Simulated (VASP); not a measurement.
Given:

```
CELL_PARAMETERS angstrom
      2.89746     0.00000     0.00000
      0.00000     2.89746     0.00000
      0.00000     0.00000     2.89746
ATOMIC_POSITIONS crystal
  Al 0.50000 0.50000 0.50000
  Fe 0.00000 0.00000 0.00000
```

All values below come from PBE GGA with D4 dispersion, VASP's PBE PAW potentials (set 64) (plane waves; VASP). Run with 520 eV cut-off, 13×13×13 Γ-centred mesh, first-order Methfessel-Paxton smearing of 0.10 eV, potentials Al Fe.

**Question.** Give the stress tensor in GPa (positive for a compressed cell).

**Answer.** 
```
-9.98   0.00   0.00
 0.00  -9.98   0.00
 0.00   0.00  -9.98
```
The pressure is its mean diagonal, -9.98 GPa.

The compound is FeAl in the CsCl type structure. This cell is one point of a volume scan, at 1.06 of the reference volume. The run is not spin-polarised, so no magnetic state was tried. The electron count is odd and the run is not spin-polarised, which forces a metal.
